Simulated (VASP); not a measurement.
All values below come from PBEsol GGA, VASP's PBE PAW potentials (set 64) (plane waves; VASP).

Input for VASP

### INCAR
```
SYSTEM = Bi2Te3 bilayer
PREC = Normal
ENCUT = 400
EDIFF = 1E-5
NELM = 100
ALGO = Normal
LREAL = .FALSE.
LASPH = .TRUE.
ISMEAR = 0
SIGMA = 0.05
GGA = PS
LMAXMIX = 4
LWAVE = .TRUE.
LCHARG = .FALSE.
NELMIN = 4
IBRION = 2
ISIF = 4
NSW = 50
EDIFFG = -0.03
```

File POSCAR:
```
Bi2Te3 bilayer
1.0
  4.3793913784   0.0000000000   0.0000000000
 -2.1896956892   3.7926639182   0.0000000000
  0.0000000000   0.0000000000  33.5352026250
Bi Te
4 6
Cart
 -0.0000021897   2.5284438764   9.6847317717
  0.0000000000   0.0000000000  19.8031072485
  0.0000000000   0.0000000000  13.7320953765
  2.1896978789   1.2642200418  23.8504708533
  0.0000000000   0.0000000000   7.9646106234
  2.1896978789   1.2642200418  11.7084135741
 -0.0000021897   2.5284438764  15.4522165247
  2.1896978789   1.2642200418  18.0829861003
 -0.0000021897   2.5284438764  21.8267890509
  0.0000000000   0.0000000000  25.5705920016
```

### KPOINTS
```
Automatic mesh
0
G
  12 12 1
0 0 0
```

POTCAR, in this order: Bi_d Te (PBE.64 set). Program: vasp_std.

Output of the run:

**OSZICAR**
```
       N       E                     dE             d eps       ncg     rms          rms(c)
DAV:   1     0.791980903469E+03    0.79198E+03   -0.37510E+04  2638   0.121E+03
DAV:   2     0.421483706682E+02   -0.74983E+03   -0.73255E+03  2515   0.327E+02
DAV:   3    -0.369895679485E+02   -0.79138E+02   -0.77387E+02  2643   0.131E+02
DAV:   4    -0.408489392182E+02   -0.38594E+01   -0.38324E+01  2802   0.289E+01
DAV:   5    -0.409982311172E+02   -0.14929E+00   -0.14917E+00  3100   0.548E+00    0.103E+01
DAV:   6    -0.404148583902E+02    0.58337E+00   -0.11626E+00  2708   0.538E+00    0.778E+00
DAV:   7    -0.404783285963E+02   -0.63470E-01   -0.72645E-01  2636   0.427E+00    0.209E+00
DAV:   8    -0.404572288216E+02    0.21100E-01   -0.23858E-01  2522   0.393E+00    0.130E+00
DAV:   9    -0.404099999244E+02    0.47229E-01   -0.42354E-02  2681   0.235E+00    0.888E-01
DAV:  10    -0.404041504886E+02    0.58494E-02   -0.48080E-02  2697   0.102E+00    0.586E-01
DAV:  11    -0.404064743617E+02   -0.23239E-02   -0.16361E-02  2604   0.658E-01    0.400E-01
DAV:  12    -0.404055304264E+02    0.94394E-03   -0.57924E-03  2570   0.385E-01    0.296E-01
DAV:  13    -0.404055299141E+02    0.51235E-06   -0.15887E-03  2964   0.207E-01    0.216E-01
DAV:  14    -0.404055008816E+02    0.29033E-04   -0.52661E-04  2363   0.143E-01    0.100E-01
DAV:  15    -0.404054933910E+02    0.74906E-05   -0.15621E-04  2732   0.858E-02    0.774E-02
DAV:  16    -0.404054950261E+02   -0.16351E-05   -0.72289E-05  2074   0.352E-02
   1 F= -.40405495E+02 E0= -.40405495E+02  d E =-.404055E+02
       N       E                     dE             d eps       ncg     rms          rms(c)
DAV:   1    -0.404066125618E+02   -0.11192E-02   -0.37116E-01  2356   0.218E+00    0.203E-01
DAV:   2    -0.404076138377E+02   -0.10013E-02   -0.14303E-02  3010   0.923E-01    0.114E-01
DAV:   3    -0.404075479369E+02    0.65901E-04   -0.18742E-03  2570   0.356E-01    0.720E-02
DAV:   4    -0.404073578098E+02    0.19013E-03   -0.26169E-04  2514   0.208E-01    0.336E-02
DAV:   5    -0.404073552789E+02    0.25309E-05   -0.25099E-04  2496   0.786E-02    0.239E-02
DAV:   6    -0.404073611148E+02   -0.58359E-05   -0.27776E-05  1891   0.399E-02
   2 F= -.40407361E+02 E0= -.40407361E+02  d E =-.186609E-02
       N       E                     dE             d eps       ncg     rms          rms(c)
DAV:   1    -0.404069077173E+02    0.44756E-03   -0.58252E-01  2366   0.272E+00    0.248E-01
DAV:   2    -0.404084996273E+02   -0.15919E-02   -0.22463E-02  2990   0.113E+00    0.140E-01
DAV:   3    -0.404083733431E+02    0.12628E-03   -0.28629E-03  2517   0.409E-01    0.890E-02
DAV:   4    -0.404080782609E+02    0.29508E-03   -0.40812E-04  2771   0.189E-01    0.424E-02
DAV:   5    -0.404080588694E+02    0.19392E-04   -0.35366E-04  2472   0.899E-02    0.281E-02
DAV:   6    -0.404080622072E+02   -0.33378E-05   -0.44637E-05  2201   0.482E-02
   3 F= -.40408062E+02 E0= -.40408062E+02  d E =-.256718E-02
       N       E                     dE             d eps       ncg     rms          rms(c)
DAV:   1    -0.404080692084E+02   -0.10339E-04   -0.26044E-03  2460   0.183E-01    0.190E-02
DAV:   2    -0.404080773454E+02   -0.81370E-05   -0.10140E-04  2792   0.742E-02    0.903E-03
DAV:   3    -0.404080788024E+02   -0.14570E-05   -0.76907E-06  1599   0.266E-02    0.553E-03
DAV:   4    -0.404080790261E+02   -0.22370E-06   -0.23721E-06  1586   0.168E-02
   4 F= -.40408079E+02 E0= -.40408079E+02  d E =-.258400E-02
       N       E                     dE             d eps       ncg     rms          rms(c)
DAV:   1    -0.404079201679E+02    0.15863E-03   -0.58926E-02  2350   0.861E-01    0.788E-02
DAV:   2    -0.404080697063E+02   -0.14954E-03   -0.22037E-03  2990   0.336E-01    0.440E-02
DAV:   3    -0.404080547246E+02    0.14982E-04   -0.24795E-04  2596   0.144E-01    0.282E-02
DAV:   4    -0.404080245160E+02    0.30209E-04   -0.46562E-05  2272   0.592E-02    0.137E-02
DAV:   5    -0.404080247649E+02   -0.24889E-06   -0.37646E-05  1950   0.293E-02
   5 F= -.40408025E+02 E0= -.40408025E+02  d E =-.252974E-02
```

OUTCAR:
```
------------------------ aborting loop because EDIFF is reached ----------------------------------------
  FORCE on cell =-STRESS in cart. coord.  units (eV):
  Direction    XX          YY          ZZ          XY          YZ          ZX
  --------------------------------------------------------------------------------------
  Total       -0.6449089     -0.6449088     -0.5117583      0.0000000      0.0000000      0.0000000
  in kB       -1.8550256     -1.8550253     -1.4720293      0.0000000      0.0000000      0.0000000
  external PRESSURE =      -1.7273601 kB  Pullay stress =       0.0000000 kB
  volume of cell :      557.00
      direct lattice vectors                 reciprocal lattice vectors
     4.375752942  0.000000000  0.000000000     0.228532098  0.131943078 -0.000000000
    -2.187876471  3.789512944 -0.000000000    -0.000000000  0.263886155  0.000000000
     0.000000000  0.000000000 33.590994792    -0.000000000  0.000000000  0.029769883
 POSITION                                       TOTAL-FORCE (eV/Angst)
 -----------------------------------------------------------------------------------
     -0.00000      2.52634      9.69360        -0.000000      0.000000      0.014751
      0.00000      0.00000     19.84023         0.000000      0.000000      0.017738
      0.00000      0.00000     13.75077        -0.000000      0.000000     -0.017738
      2.18788      1.26317     23.89739         0.000000      0.000000     -0.014751
     -2.18788      3.78951      7.98719         0.000000     -0.000000      0.027668
      2.18788      1.26317     11.72740        -0.000000      0.000000     -0.024086
     -0.00000      2.52634     15.47997         0.000000     -0.000000     -0.009729
      2.18788      1.26317     18.11102        -0.000000      0.000000      0.009729
     -0.00000      2.52634     21.86359        -0.000000      0.000000      0.024086
      0.00000      0.00000     25.60381        -0.000000      0.000000     -0.027668
 -----------------------------------------------------------------------------------
    total drift:                                0.000000     -0.000000     -0.000000
  FREE ENERGIE OF THE ION-ELECTRON SYSTEM (eV)
  ---------------------------------------------------
  free  energy   TOTEN  =       -40.4080247649 eV

  energy  without entropy=      -40.4080247649  energy(sigma->0) =      -40.40802476

 reached required accuracy - stopping structural energy minimisation
```
(Selected blocks of OUTCAR.)

### CONTCAR
```
Bi2Te3 bilayer
   1.00000000000000
     4.3757529416614380    0.0000000000000000    0.0000000000000000
    -2.1878764708307190    3.7895129435193491   -0.0000000000000000
     0.0000000000000000    0.0000000000000000   33.5909947916657572
  Bi              Te
     4     6
Direct
     0.3333330000000032    0.6666669999999968    0.2885774590055493
     0.0000000000000000    0.0000000000000000    0.5906412230332418
     0.0000000000000000    0.0000000000000000    0.4093587769667581
     0.6666669999999968    0.3333330000000032    0.7114225409944507
     0.0000000000000000    1.0000000000000000    0.2377776740749901
     0.6666669999999968    0.3333330000000032    0.3491233697361303
     0.3333330000000032    0.6666669999999968    0.4608369554984338
     0.6666669999999968    0.3333330000000032    0.5391630445015662
     0.3333330000000032    0.6666669999999968    0.6508766302638769
     0.0000000000000000    0.0000000000000000    0.7622223259250099
```

The cell is a sheet with vacuum, built from Bi2Te3 (tetradymite).
